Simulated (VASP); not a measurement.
Calculation: LDA (Ceperley-Alder, Perdew-Zunger), VASP's LDA PAW potentials (set 64) (plane waves; VASP).

Input for VASP

**KPOINTS**
```
Automatic mesh
0
Gamma
14 14 7
0 0 0
```

**POSCAR**
```
TiTe2
1
    3.8418010000     0.0000000000     0.0000000000
   -1.9209010000     3.3270980000     0.0000000000
    0.0000000000     0.0000000000     6.7491540000
Ti Te
1 2
Direct
  0.0000000000   0.0000000000   0.0000000000
  0.6666670000   0.3333330000   0.7498300000
  0.3333330000   0.6666670000   0.2501700000
```

**INCAR**
```
! general
SYSTEM  = TiTe2
PREC    = Accurate
ENCUT   = 420   ! plane-wave cut-off (eV)
LREAL   = F   ! projection in real space or not
LASPH   = T   ! aspherical one-centre terms

! electronic loop
EDIFF   = 1E-09   ! SCF stop (eV)
NELM    = 100   ! most electronic steps
ALGO    = Normal   ! blocked Davidson
LMAXMIX = 4   ! l cut-off of mixed one-centre charges

! smearing
ISMEAR  = 0   ! Gaussian
SIGMA   = 0.2   ! width (eV)

! ions
ISIF    = 2   ! forces and stress, cell fixed

! output
LWAVE   = F
LCHARG  = F
```

POTCAR, in this order: Ti_sv Te (LDA.64 set). Program: vasp_std.

Gaps are read on the run's mesh, which can miss a band edge. Unless said otherwise, spin-orbit coupling is left out, though it shifts the bands of the heavy elements here.

**Question.** Predict the energy per atom (σ→0), pressure, largest force, band gap (on the k-mesh).

**Answer.** 
```
Property                                                     Value
------------------------  ----------------------------------------
energy per atom (σ→0)                               -6.048 eV/atom
band gap (on the k-mesh)  none (metal, semimetal or under 0.01 eV)
pressure                                                 -5.20 GPa
largest force                                           0.258 eV/Å
```

### OSZICAR
```
...
DAV:  13    -0.181591161895E+02    0.40361E-03   -0.14904E-03  7008   0.223E-01    0.136E-01
DAV:  14    -0.181590828264E+02    0.33363E-04   -0.73214E-05  5536   0.567E-02    0.632E-02
DAV:  15    -0.181590623000E+02    0.20526E-04   -0.52607E-05  7056   0.446E-02    0.499E-02
DAV:  16    -0.181590553545E+02    0.69455E-05   -0.27198E-05  5800   0.340E-02    0.928E-03
DAV:  17    -0.181590544751E+02    0.87947E-06   -0.69822E-06  7016   0.137E-02    0.195E-03
DAV:  18    -0.181590544843E+02   -0.92500E-08   -0.15884E-07  5056   0.272E-03    0.253E-03
DAV:  19    -0.181590544840E+02    0.31469E-09   -0.66468E-09  6480   0.433E-04
   1 F= -.18159054E+02 E0= -.18144192E+02  d E =-.297257E-01
```

The structure comes from a computed database's TiTe2 entry; how it stands against other phases isn't given here. The cell was not relaxed at this level. The run is one of a series of settings (EDIFF = 1E-09, ENCUT = 420, KPOINTS 14×14×7 Γ-centred mesh against the base run), some of them coarse on purpose.
